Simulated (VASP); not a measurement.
VASP input:

POSCAR:
```
Ni
1.0
  0.0000000000   1.7448340916   1.7448340916
  1.7448340916   0.0000000000   1.7448340916
  1.7448340916   1.7448340916   0.0000000000
Ni
1
Cart
  0.0000000000   0.0000000000   0.0000000000
```

File KPOINTS:
```
Automatic mesh
0
Gamma
16 16 16
0 0 0
```

### INCAR
```
LMAXMIX=4   ! l cut-off of mixed one-centre charges
IBRION=2   ! conjugate gradients
LORBIT=10
AGGAC=0.0
ALGO=Normal
SYSTEM=Ni
GGA=MK
EDIFFG=-0.01   ! ionic stop
NELM=100   ! most electronic steps
ISIF=3
LUSE_VDW=.TRUE.
LASPH=.TRUE.
ZAB_VDW=-1.8867
PARAM1=0.1234568
PARAM2=0.7114
LREAL=.FALSE.
ISMEAR=1   ! Methfessel-Paxton
LWAVE=.FALSE.
SIGMA=0.1   ! width (eV)
ISPIN=2   ! spin-polarised
LCHARG=.FALSE.
MAGMOM=0.6
EDIFF=1E-6
ENCUT=520
NSW=60
PREC=Accurate
```

POTCAR, in this order: Ni (PBE.64 set). Program: vasp_std.

Question: Translate this rev-vdW-DF2 calculation to Quantum ESPRESSO's pw.x.

Answer: One equivalent input (not run):
```
&CONTROL
  calculation = 'vc-relax'
  pseudo_dir = './pseudo'
  outdir = './out'
  tprnfor = .true.
  tstress = .true.
  nstep = 60
  forc_conv_thr = 0.00039
/
&SYSTEM
  ibrav = 0
  nat = 1
  ntyp = 1
  ecutwfc = 98
  occupations = 'smearing'
  smearing = 'methfessel-paxton'
  degauss = 0.00735
  input_dft = 'vdw-df2-b86r'
  nspin = 2
  starting_magnetization(1) = 0.06
/
&ELECTRONS
  conv_thr = 7.3e-08
  electron_maxstep = 100
/
&IONS
/
&CELL
/
ATOMIC_SPECIES
  Ni 58.693 Ni.upf
CELL_PARAMETERS angstrom
     0.0000000    1.7448341    1.7448341
     1.7448341   -0.0000000    1.7448341
     1.7448341    1.7448341    0.0000000
ATOMIC_POSITIONS crystal
  Ni   0.0000000  0.0000000  0.0000000
K_POINTS automatic
  16 16 16 0 0 0
```
Limits of the translation: the potentials are each code's own (VASP's PAW set, PseudoDojo norm-conserving files in pw.x), so ENCUT and ecutwfc are chosen apart and not converted; conv_thr bounds pw.x's estimated SCF error, while EDIFF bounds the energy change between steps; starting_magnetization is a fraction of the valence charge and MAGMOM a moment in μB, so they match only roughly; forc_conv_thr acts on force components and is met together with etot_conv_thr.

The compound is Ni in the fcc structure. It was relaxed first. The start is the result of an earlier pass.
